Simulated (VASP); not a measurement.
Input:

```
Rh
1.0
    0.00000     1.89739     1.89739
    1.89739     0.00000     1.89739
    1.89739     1.89739     0.00000
Rh
1
Direct
  0.00000   0.00000   0.00000
```

Level of theory: MS2 meta-GGA, VASP's PBE PAW potentials (set 64) (plane waves; VASP). Settings: 520 eV cut-off, 18×18×18 Γ-centred mesh, tetrahedra with Blöchl corrections, potentials Rh_pv.

Problem. Give the energies of bands 4 to 9 at the high-symmetry points, in eV from the Fermi level.

Solution. 
```tsv
band	Γ	X	U	L	W
4	-8.18	-6.57	-5.69	-6.23	-5.25
5	-3.04	-6.03	-4.88	-3.27	-3.83
6	-3.04	0.40	-2.05	-3.27	-3.83
7	-3.04	1.16	-0.85	0.61	-1.37
8	-1.16	1.16	0.53	0.61	1.17
9	-1.16	3.19	7.96	0.61	9.73
```

It has no gap at this level: it comes out as a metal or semimetal.

The compound is Rh in the fcc structure. It was relaxed first.
